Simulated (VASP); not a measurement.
Given:

```xyz
2
Lattice="0.0000 2.2859 2.2859 2.2859 0.0000 2.2859 2.2859 2.2859 0.0000" Properties=species:S:1:pos:R:3 pbc="T T T"
Na     0.0000     0.0000     0.0000
F      2.1859     2.2859     2.2859
```

All values below come from r2SCAN meta-GGA, VASP's PBE PAW potentials (set 64) (plane waves; VASP 6.6.1). Numerical set-up: 600 eV cut-off, 10×10×10 Γ-centred mesh, Gaussian smearing of 0.050 eV, potentials Na_pv F.

Which forces act on the atoms, in eV/Å?

```csv
atom,Fx,Fy,Fz
Na1,-0.308,0.000,0.000
F2,0.308,0.000,0.000
```

Give the stress tensor in GPa (positive for a compressed cell).

```
 1.51   0.00   0.00
 0.00  -0.04   0.00
 0.00   0.00  -0.04
```
The pressure is its mean diagonal, 0.48 GPa.

The compound is NaF in the rock salt structure. This cell was strained or had an atom moved on purpose.
